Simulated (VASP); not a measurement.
VASP runs on InP (space group F-43m) share one base input (PBE GGA, plane waves, VASP's PBE PAW potentials (set 64)) and change the settings named in each case.

**KPOINTS**
```
Automatic mesh
0
Gamma
5 5 5
0.5 0.5 0.5
```

**POSCAR**
```
InP
1
    0.0000000000     3.0009780000     3.0009780000
    3.0009780000     0.0000000000     3.0009780000
    3.0009780000     3.0009780000     0.0000000000
In P
1 1
Direct
  0.0000000000   0.0000000000   0.0000000000
  0.2500000000   0.2500000000   0.2500000000
```

### INCAR
```
SYSTEM = InP
PREC = Accurate
ENCUT = 300
EDIFF = 1E-6
NELM = 100
ALGO = Normal
LREAL = .FALSE.
LASPH = .TRUE.
ISMEAR = 0
SIGMA = 0.05
GGA = PE
LMAXMIX = 4
LWAVE = .FALSE.
LCHARG = .FALSE.
ISIF = 2
```

POTCAR, in this order: In_d P (PBE.64 set). Program: vasp_std.

| change | E(σ→0) (eV/atom) | pressure (GPa) |
|---|---|---|
| base run | -4.2006 | -1.55 |
| ENCUT = 120 | 10.4560 | -560.29 |
| ENCUT = 150 | -2.1753 | -134.50 |
| ENCUT = 180 | -3.9474 | -32.54 |
| ENCUT = 210 | -4.1735 | -7.36 |
| ENCUT = 240 | -4.1980 | … |
| ENCUT = 270 | -4.2002 | -1.39 |
| ENCUT = 345 | -4.2010 | -1.50 |
| ENCUT = 390 | -4.2019 | -1.29 |
| ENCUT = 450 | -4.2022 | -1.22 |
| ENCUT = 525 | -4.2020 | -1.25 |
| ENCUT = 600 | -4.2020 | -1.22 |

### Question
Complete the blanks.

### Answer

- ENCUT = 240, pressure (GPa): -1.95

Energies of different potentials or functionals have different zeros.  Unless said otherwise, spin-orbit coupling is left out, though it shifts the bands of the heavy elements here. The base run's pressure lies -0.33 GPa from that at 600 eV (Pulay error).

Left out are runs that ran out of time, are held back, or changed the cell or the kind of run, fixed moments of cells without a moment, rows past the twelfth, gaps on odd meshes, pressures of charged cells and columns that move by less than the noise.

The structure comes from a computed database's InP entry; how it stands against other phases isn't given here. The cell was not relaxed at this level, its lattice was scaled by up to 2.5 %.
